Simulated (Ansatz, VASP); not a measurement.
**Cross-check of GaN between VASP and Ansatz**

One calculation is typed for both programs; each brings its own data sets. How far apart do they land? The cell is taken from a series of runs on this material, whose earlier steps may have relaxed, scaled, displaced or heated it; both programs get it as it stands.

Method: plane waves, with VASP 6.6.1 beside it; zone-centre phonons at PBE, in Ansatz 0.2.0.

## (1) The starting structure

The structure is cubic, space group F-43m (No. 216). The conventional cell has a = 4.548 Å, b = 4.548 Å, c = 4.548 Å, α = 90.00°, β = 90.00°, γ = 90.00°. Nearest to Ga lie 4 N at 1.97 Å. Nearest to N lie 4 Ga at 1.97 Å. Farther neighbours and most contacts between anions are not listed.

## (2) VASP: zone-centre phonons, PBE

Second derivatives magnify differences that forces hide, and they need a tight electronic threshold.

Lines of VASP's logs that name or quote its potential files are left out, and so is its time.

Contents of INCAR:

```
SYSTEM = GaN
PREC = Accurate
ENCUT = 600
EDIFF = 1E-08
NELM = 120
ISMEAR = 0
SIGMA = 0.01
LREAL = .FALSE.
ALGO = Normal
GGA = PE
NBANDS = 15
LORBIT = 11
LWAVE = .FALSE.
LCHARG = .FALSE.
ISIF = 2
IBRION = 8
LASPH = .TRUE.
GGA_COMPAT = .FALSE.
EFERMI = MIDGAP
```

Contents of POSCAR:

```
GaN
1.0
    0.0000000000      2.2742385038      2.2742385038
    2.2742385038      0.0000000000      2.2742385038
    2.2742385038      2.2742385038      0.0000000000
Ga N
1 1
Direct
    0.0000000000      0.0000000000      0.0000000000
    0.7500000000      0.7500000000      0.7500000000
```

Contents of KPOINTS:

```
Automatic mesh
0
Gamma
10 10 10
0 0 0
```

Potentials, in the order of the species: Ga_d and N (PBE family, release 64).

Launch:

```sh
$ mpirun -np 1 vasp_std
```

Numbers of over 12 decimals in the logs are rounded to 6 here.

The log of the run:

```text
[banner, memory and clock lines left out]
running    1 mpi-ranks, on    1 nodes
 distrk:  each k-point on    1 cores,    1 groups
 distr:  one band on    1 cores,    1 groups

 POSCAR found type information on POSCAR GaN
 POSCAR found :  2 types and       2 ions
 LDA part: xc-table for (Slater+PW92), standard interpolation
 POSCAR, INCAR and KPOINTS ok, starting setup
 FFT: planning ... GRIDC
 FFT: planning ... GRID_SOFT
 FFT: planning ... GRID
 WAVECAR not read
 entering main loop
       N       E                     dE             d eps       ncg     rms          rms(c)
DAV:   1     0.929048681222E+02    0.92905E+02   -0.10132E+04  1536   0.232E+03
DAV:   2    -0.698183295386E+01   -0.99887E+02   -0.91929E+02  1634   0.374E+02
DAV:   3    -0.140171224097E+02   -0.70353E+01   -0.69997E+01  1585   0.839E+01
DAV:   4    -0.141117652965E+02   -0.94643E-01   -0.94629E-01  1849   0.106E+01
DAV:   5    -0.141129663901E+02   -0.12011E-02   -0.12011E-02  1649   0.108E+00    0.761E+00
DAV:   6    -0.121558818382E+02    0.19571E+01   -0.52346E+00  2129   0.420E+01    0.268E+00
DAV:   7    -0.121623202220E+02   -0.64384E-02   -0.32254E-01  1543   0.720E+00    0.174E+00
DAV:   8    -0.121591625293E+02    0.31577E-02   -0.65982E-02  1599   0.363E+00    0.800E-01
DAV:   9    -0.121547469836E+02    0.44155E-02   -0.16034E-02  2155   0.299E+00    0.209E-01
DAV:  10    -0.121551128060E+02   -0.36582E-03   -0.15554E-03  1646   0.580E-01    0.980E-02
DAV:  11    -0.121550354547E+02    0.77351E-04   -0.27526E-04  2150   0.279E-01    0.898E-03
DAV:  12    -0.121550418535E+02   -0.63988E-05   -0.28544E-05  1586   0.655E-02    0.826E-03
DAV:  13    -0.121550417183E+02    0.13520E-06   -0.14270E-06  1845   0.127E-02    0.209E-03
DAV:  14    -0.121550416552E+02    0.63090E-07   -0.65190E-08  1818   0.289E-03    0.602E-04
DAV:  15    -0.121550416492E+02    0.59349E-08   -0.41353E-09  1335   0.636E-04
   1 F= -.12155042E+02 E0= -.12155042E+02  d E =0.000000E+00
 Linear response reoptimize wavefunctions to high precision
DAV:   1    -0.121550416584E+02   -0.91504E-08   -0.38839E-10  1083   0.328E-04
DAV:   2    -0.121550416584E+02   -0.59117E-10   -0.13316E-10   978   0.128E-04
 Linear response DOF=           2
 Linear response progress:
  Degree of freedom:   1/  2
       N       E                     dE             d eps       ncg     rms          rms(c)
RMM:   1    -0.160830895784E+00   -0.16083E+00    0.21284E-01  6541   0.869E+00
RMM:   2    -0.159237739504E+00    0.15932E-02   -0.31488E-02  9923   0.163E+00    0.526E-02
RMM:   3    -0.159336016076E+00   -0.98277E-04   -0.25077E-03 10173   0.404E-01    0.325E-02
RMM:   4    -0.158932392115E+00    0.40362E-03   -0.17608E-04 10554   0.120E-01    0.351E-03
RMM:   5    -0.158944701930E+00   -0.12310E-04   -0.61057E-05 11033   0.352E-02    0.216E-03
RMM:   6    -0.158946619139E+00   -0.19172E-05   -0.31606E-05 10737   0.121E-02    0.400E-04
RMM:   7    -0.158945825309E+00    0.79383E-06   -0.15029E-05 11244   0.421E-03    0.327E-04
RMM:   8    -0.158946925223E+00   -0.10999E-05   -0.92295E-06 10622   0.167E-03    0.458E-05
RMM:   9    -0.158946442267E+00    0.48296E-06   -0.35680E-06 11121   0.637E-04    0.164E-05
RMM:  10    -0.158946493011E+00   -0.50744E-07   -0.32663E-06 10888   0.276E-04    0.311E-06
RMM:  11    -0.158946144543E+00    0.34847E-06   -0.33474E-08 11031   0.133E-04    0.263E-06
RMM:  12    -0.158946222953E+00   -0.78410E-07   -0.10389E-06 10857   0.826E-05    0.672E-07
RMM:  13    -0.158946185959E+00    0.36995E-07   -0.56172E-07 10639   0.602E-05    0.499E-07
RMM:  14    -0.158946184609E+00    0.13500E-08   -0.56063E-07  9528   0.502E-05    0.112E-07
RMM:  15    -0.158946153841E+00    0.30768E-07   -0.24642E-07  6501   0.452E-05    0.654E-08
 first order change of Fermi-energy   0.69893E+00
 force on displaced ion       1 direction 1 : -11.287   0.000   0.000
 Linear response progress:
  Degree of freedom:   2/  2
       N       E                     dE             d eps       ncg     rms          rms(c)
RMM:   1    -0.235895143966E+00   -0.23590E+00    0.13230E-01 12005   0.386E+00
RMM:   2    -0.230083085187E+00    0.58121E-02   -0.87724E-03  9071   0.102E+00    0.134E-01
RMM:   3    -0.231284223169E+00   -0.12011E-02   -0.13475E-03 10020   0.317E-01    0.677E-02
RMM:   4    -0.232643224253E+00   -0.13590E-02   -0.32090E-04  9697   0.132E-01    0.189E-02
RMM:   5    -0.232793468148E+00   -0.15024E-03   -0.16613E-05 10279   0.393E-02    0.395E-03
RMM:   6    -0.232708750044E+00    0.84718E-04   -0.13877E-06  9746   0.103E-02    0.166E-03
RMM:   7    -0.232684503068E+00    0.24247E-04   -0.10449E-07 10231   0.309E-03    0.895E-05
RMM:   8    -0.232685628590E+00   -0.11255E-05   -0.18019E-08 10109   0.723E-04    0.443E-05
RMM:   9    -0.232685284928E+00    0.34366E-06   -0.93698E-09 10216   0.240E-04    0.680E-06
RMM:  10    -0.232685196828E+00    0.88100E-07   -0.95707E-09 10277   0.963E-05    0.365E-06
RMM:  11    -0.232685232418E+00   -0.35590E-07   -0.12243E-08 10277   0.553E-05    0.984E-07
RMM:  12    -0.232685248386E+00   -0.15968E-07   -0.12845E-08  9792   0.437E-05    0.359E-07
RMM:  13    -0.232685245967E+00    0.24193E-08   -0.12674E-08  7171   0.397E-05    0.213E-07
 first order change of Fermi-energy  -0.69846E+00
 force on displaced ion       2 direction 1 : -11.292   0.000   0.000
 Linear response finished
```

Parts of OUTCAR (step 2):

```text
ion  position               nearest neighbor table
   1  0.000  0.000  0.000-   2 1.97   2 1.97   2 1.97   2 1.97
   2  0.750  0.750  0.750-   1 1.97   1 1.97   1 1.97   1 1.97

  LATTYP: Found a face centered cubic cell.
 ALAT       =     4.5484770076

 Subroutine GETGRP returns: Found 24 space group operations
 (whereof 24 operations were pure point group operations)

The static configuration has the point symmetry T_d .

 Found     47 irreducible k-points:

   k-points           NKPTS =     47   k-points in BZ     NKDIM =     47   number of bands    NBANDS=     15

   dimension x,y,z NGX =    28 NGY =   28 NGZ =   28
   dimension x,y,z NGXF=    56 NGYF=   56 NGZF=   56

   ENCUT  =  600.0 eV  44.10 Ry    6.64 a.u.   6.42  6.42  6.42*2*pi/ulx,y,z

   NELECT =      18.0000    total number of electrons

 k-points in reciprocal lattice and weights: Automatic mesh
   0.00000000  0.00000000  0.00000000       0.001
   0.10000000  0.00000000  0.00000000       0.008
   0.20000000  0.00000000  0.00000000       0.008
   0.30000000  0.00000000  0.00000000       0.008
   0.40000000  0.00000000  0.00000000       0.008
   0.50000000  0.00000000  0.00000000       0.004
   0.10000000  0.10000000  0.00000000       0.006
   0.20000000  0.10000000  0.00000000       0.024
   0.30000000  0.10000000  0.00000000       0.024
[...]
-0.30000000  0.40000000  0.20000000       0.024
  -0.30000000  0.50000000  0.20000000       0.012

 average (electrostatic) potential at core
       1 -63.8228       2 -62.3639

  Total       -0.0079595     -0.0079595     -0.0079595      0.0000000     -0.0000000      0.0000000
  in kB       -0.5420752     -0.5420752     -0.5420752      0.0000000     -0.0000000      0.0000000
  external PRESSURE =      -0.5420752 kB  Pullay stress =       0.0000000 kB

  energy-cutoff  :      600.00
  volume of cell :       23.53
      direct lattice vectors                 reciprocal lattice vectors
     0.000000000  2.274238504  2.274238504    -0.219853810  0.219853810  0.219853810
     2.274238504  0.000000000  2.274238504     0.219853810 -0.219853810  0.219853810
     2.274238504  2.274238504  0.000000000     0.219853810  0.219853810 -0.219853810

 POSITION                                       TOTAL-FORCE (eV/Angst)
 -----------------------------------------------------------------------------------
      0.00000      0.00000      0.00000        -0.000000     -0.000000     -0.000000
      3.41136      3.41136      3.41136         0.000000      0.000000      0.000000
 -----------------------------------------------------------------------------------
    total drift:                               -0.000000     -0.000000     -0.000000

 Eigenvectors and eigenvalues of the dynamical matrix
 ----------------------------------------------------

   1 f  =   15.384505 THz    96.663695 2PiTHz  513.171843 cm-1    63.625171 meV
             X         Y         Z           dx          dy          dz
      0.000000  0.000000  0.000000     0.000000    0.408848    0.000000
      3.411358  3.411358  3.411358     0.000000   -0.912603    0.000000

   2 f  =   15.384505 THz    96.663695 2PiTHz  513.171843 cm-1    63.625171 meV
             X         Y         Z           dx          dy          dz
      0.000000  0.000000  0.000000    -0.408848    0.000000    0.000000
      3.411358  3.411358  3.411358     0.912603    0.000000    0.000000

   3 f  =   15.384505 THz    96.663695 2PiTHz  513.171843 cm-1    63.625171 meV
             X         Y         Z           dx          dy          dz
      0.000000  0.000000  0.000000     0.000000    0.000000   -0.408848
      3.411358  3.411358  3.411358     0.000000    0.000000    0.912603

   4 f/i=    0.001479 THz     0.009290 2PiTHz    0.049321 cm-1     0.006115 meV
             X         Y         Z           dx          dy          dz
      0.000000  0.000000  0.000000     0.912603    0.000000    0.000000
      3.411358  3.411358  3.411358     0.408848    0.000000    0.000000

   5 f/i=    0.001479 THz     0.009290 2PiTHz    0.049321 cm-1     0.006115 meV
             X         Y         Z           dx          dy          dz
      0.000000  0.000000  0.000000     0.000000   -0.912603    0.000000
      3.411358  3.411358  3.411358     0.000000   -0.408848    0.000000

   6 f/i=    0.001479 THz     0.009290 2PiTHz    0.049321 cm-1     0.006115 meV
             X         Y         Z           dx          dy          dz
      0.000000  0.000000  0.000000     0.000000    0.000000    0.912603
      3.411358  3.411358  3.411358     0.000000    0.000000    0.408848

 ELASTIC MODULI CONTR FROM IONIC RELAXATION (kBar)
 Direction    XX          YY          ZZ          XY          YZ          ZX
 --------------------------------------------------------------------------------
 XX          -0.0000     -0.0000     -0.0000      0.0000      0.0000     -0.0000
 YY          -0.0000     -0.0000     -0.0000      0.0000      0.0000      0.0000
 ZZ          -0.0000     -0.0000     -0.0000      0.0000      0.0000     -0.0000
 XY           0.0000      0.0000      0.0000   -271.8702      0.0000      0.0000
 YZ           0.0000      0.0000      0.0000      0.0000   -271.8702      0.0000
 ZX          -0.0000      0.0000     -0.0000      0.0000      0.0000   -271.8702
 --------------------------------------------------------------------------------
```

## (3) Ansatz: zone-centre phonons, PBE

Ansatz runs on its default PAW (the set named soft_2) files.

The same cell, functional and mesh now go to Ansatz, which takes its cutoff from its data sets.

Contents of input.yaml:

```yaml
crystal:
  lattice:
    - [0.0, 2.2742385038, 2.2742385038]
    - [2.2742385038, 0.0, 2.2742385038]
    - [2.2742385038, 2.2742385038, 0.0]
  atoms:
    - { symbol: Ga, position: [0.0, 0.0, 0.0] }
    - { symbol: "N", position: [0.75, 0.75, 0.75] }
kpoints:
  mp_grid: { grid: [10, 10, 10] }
hamiltonian:
  xc: pbe
scf:
  occupations: { method: fixed }
output:
  eigenvalues: true
phonons:
  method: dfpt
```

Launch:

```sh
$ ansatz run input.yaml --threads 8 --pin off --max-ram 14336MiB --backend cpu --events-out ev --progress --plain --runs-dir out
```

The log of the run:

```text
zone centre: on kpoints.mp_grid the ground state, and the responses unless they are solved on pairs of k-points, stand on 102 of the mesh's 1000 k-points, reduced under 8 symmetry operations, with k and −k counted as one. Each operation leaves every solved displacement unchanged or reverses it
Engine: ansatz 0.2.0, x86_64-unknown-linux-gnu
Pseudopotentials: kind: paw
Pseudopotential: Ga, paw, valence charge 13, recommended cutoff 420 eV (normal), Ga.paw.azcp
Pseudopotential: N, paw, valence charge 5, recommended cutoff 420 eV (normal), N.paw.azcp
Functional definition: PBE
  parameter kappa = 0.804
  parameter beta = 0.066725
  exchange = pbe_x(kappa = kappa, mu = beta*pi^2/3)
  correlation = pbe_c(beta = beta)
Crystal: 2 atoms, lattice volume = 23.525 Å³
Basis set: ecut = 420 eV, 459 PW (Γ), exchange–correlation on 48×48×48 points (8 copies of the dense FFT grid, shifted against one another)
Bands: 13, of which v1, the nominal top of the filled ones, is band 9 counted from 1 (8 counted from 0)
Symmetry: 24 space group operations
k-points: 102 of 1000 (irreducible under 8 space group operations, time reversal used)
Non-local potential: Ga, projectors of the file, l = 0: 2, l = 1: 2, l = 2: 3, l = 3: 1
Non-local potential: N, projectors of the file, l = 0: 2, l = 1: 2, l = 2: 1
PAW form: soft (Blöchl's): semilocal exchange-correlation on the pseudo side does not see the compensation charge
PAW one-centre angular grid: Ga, 590 points (default); XC on 64 Gauss nodes
PAW one-centre angular grid: N, 110 points (default); XC on 64 Gauss nodes
Initial density: superposition of atomic densities (neutral atoms: chi_scale 0, normalization atom), corrected by the library's trained network
Initial wavefunctions: pseudopotential atomic-orbital guess
Functional: x = pbe(κ = 0.804, μ = 0.219515), c = pbe(β = 0.066725)
SCF iter   1: F=—  HF=-4167.907609 eV  |F-HF|=—  |Δ(HF+E_count)|=         —  Δρ=6.61e-4  dr2=4.94e-5  ethr=1.77e-3  ⟨swp⟩=4.2  Hψ=6063  notcnv=0  defer=167
preconditioner: auto → none  [insulator: Δε(μ)=1.537 eV  Ē_g=18.543 eV  n_scr=8 (ndim 8)  ℏωp=32.5 eV  f_vac=0.002  ε∞_Penn≈4.1]
SCF iter   2: F=—  HF=-4167.907894 eV  |F-HF|=—  |Δ(HF+E_count)|=   2.85e-4  Δρ=3.56e-4  dr2=1.01e-5  ethr=2.74e-7  ⟨swp⟩=2.5  Hψ=3307  notcnv=0  defer=202
SCF iter   3: F=—  HF=-4167.907929 eV  |F-HF|=—  |Δ(HF+E_count)|=   3.50e-5  Δρ=1.63e-4  dr2=2.30e-6  ethr=5.62e-8  ⟨swp⟩=2.0  Hψ=2085  notcnv=0  defer=46
SCF iter   4: F=—  HF=-4167.907941 eV  |F-HF|=—  |Δ(HF+E_count)|=   1.14e-5  Δρ=5.52e-5  dr2=5.00e-7  ethr=1.28e-8  ⟨swp⟩=2.0  Hψ=2244  notcnv=0
SCF iter   5: F=—  HF=-4167.907941 eV  |F-HF|=—  |Δ(HF+E_count)|=   2.48e-7  Δρ=9.13e-6  dr2=1.22e-8  ethr=2.78e-9  ⟨swp⟩=2.0  Hψ=1667  notcnv=0
SCF iter   6: F=—  HF=-4167.907941 eV  |F-HF|=—  |Δ(HF+E_count)|=   7.78e-9  Δρ=6.37e-6  dr2=4.71e-9  ethr=6.77e-11  ⟨swp⟩=2.0  Hψ=2244  notcnv=0
SCF iter   7: F=—  HF=-4167.907941 eV  |F-HF|=—  |Δ(HF+E_count)|=   2.05e-9  Δρ=1.23e-6  dr2=1.46e-10  ethr=2.62e-11  ⟨swp⟩=2.1  Hψ=2080  notcnv=0
SCF iter   8: F=-4167.907941 eV  HF=-4167.907941 eV  |F-HF|=1.82e-12  |Δ(HF+E_count)|=  2.00e-11  Δρ=1.08e-7  dr2=1.27e-12  ethr=1.00e-12  ⟨swp⟩=7.0  Hψ=6899  notcnv=0
SCF 1 converged in 8 iterations: F = -4167.907941 eV  dr2 = 1.27e-12
  greatest PAW one-centre occupation: 0.995 electrons in one spin orbital (limit 2), on the Ga atom at site 0 (counted from 0), in its partial waves of l = 2
DFPT response loops at Γ: preconditioner auto → none (the input reference at scf.mixing.eps_inf says where Resta's filter doesn't serve); β = 0.50; Broyden in place of MSR1
SCF converged after 8 iterations
Free energy (F): -4167.907941 eV
Harris-Foulkes:  -4167.907941 eV  (|F-HF|=1.82e-12)
Internal energy: -4167.907941 eV  (E = F + TS)
E sigma→0 (E₀):  -4167.907941 eV
Fermi energy:    9.238270 eV
--- Per-component energies (eV) ---
  E_band       = -12.263587
  E_kinetic    = 246.000713
  E_local      = -1971.445269  (includes V_loc(G=0)·N_el)
  E_nonlocal   = 474.232151
  E_hartree    = 904.989976
  E_xc         = -128.406142
  E_vxc        = -133.611889  (∫ρ·V_xc dr)
  E_paw        = -2120.319648  (= ΣΔE_a)
  E_vpaw       = -437.419275  (= ΣTr[D̂ρ^β])
  E_aug_tail   = 0.000031  (compensation charges beyond the density's cutoff)
  E_ewald      = -1572.959752
  E_smearing   = -0.000000  (= −TS)
  E_closure    = 0.000000  (closes the sum)
  Σ components = -4167.907941   (vs F -4167.907941, Δ=0.00e0)
--- Band table (eV; the first three rows and the last of 102) ---
  k-point 0: bands = [... 5 lower, -3.9367, 9.2383, 9.2383, 9.2383, 10.7791, 19.3769, 19.3769, 19.3769]
  k-point 1: bands = [... 5 lower, -3.9379, 8.1258, 9.1351, 9.1351, 11.6602, 18.8797, 19.5342, 19.5342]
  k-point 2: bands = [... 5 lower, -3.9366, 6.3523, 8.8821, 8.8821, 12.7326, 18.1067, 19.7904, 19.7904]
  k-point 101: bands = [... 5 lower, -2.0055, 3.5919, 5.7662, 5.8090, 15.0145, 17.1763, 19.7363, 20.2999]
--- Phonons (Γ-DFPT): 2 representative perturbations + reference, on 102 of 1000 k-points (Σ response iterations 6) ---
  k mesh reduced under 8 symmetry operations, with k and −k counted as one. Each operation leaves every solved displacement unchanged or reverses it
  ASR residual: 2.833e-5 → 0.000e0 eV/Å²; symmetrization residual: 1.919e-6 eV/Å²
  ASR residual per site (eV/Å²): 1.97e-5 2.83e-5
  Γ frequencies (cm⁻¹): 0.00 0.00 0.00 516.45 516.45 516.45
  non-analytic LO–TO correction: not included (Born effective charges unavailable; polar crystals: no LO–TO splitting at Γ)
```

In the SCF lines HF is the Harris–Foulkes energy and dr2 the Hartree energy of the density residual, in eV; the loop may stop once dr2 is under the threshold and the program's other checks hold. Hψ counts applications of the Hamiltonian.

## (4) Side by side

Known differences besides the potentials themselves: fixed occupations in Ansatz, narrow Gaussian smearing in VASP; the cutoff is 420 eV in Ansatz and 600 eV in VASP. Total energies have different zeros and are not compared.

The two programs side by side:

```
                  quantity  Ansatz   VASP  difference
optical mode 1 to 3 (cm⁻¹)   516.5  513.2     +0.64 %
```

Modes are paired by rising frequency, not by their patterns, so a pair may set unlike modes beside each other; they are those without the splitting of longitudinal modes.

## (5) Outcome

* r.m.s. difference of the optical zone-centre modes, each program's sorted by frequency (zone-centre phonons, PBE): 3.3 cm⁻¹
* difference in optical mode 1 to 3 (zone-centre phonons, PBE): +0.6 %

The r.m.s. difference of the optical zone-centre modes, each program's sorted by frequency is 3.3 cm⁻¹ (zone-centre phonons, PBE). Among the rows given in per cent, the largest difference of the zone-centre phonons, PBE pair is in optical mode 1 to 3, +0.6 %. How closely two codes agree says nothing of how well the functional describes the real material.

[Lines on the potential files, build, host, timing and source positions are cut from VASP's logs without a mark.]

[Logs are printed without paths, hosts, clocks, repeated set-up lines and the standing remarks that a program may print on its own settings, such as how far it seeks lower states.]

[Hosts, paths, dates, database ids (printed as entryN), source tags and the programs' standing remarks are cut or masked in the printed files.]
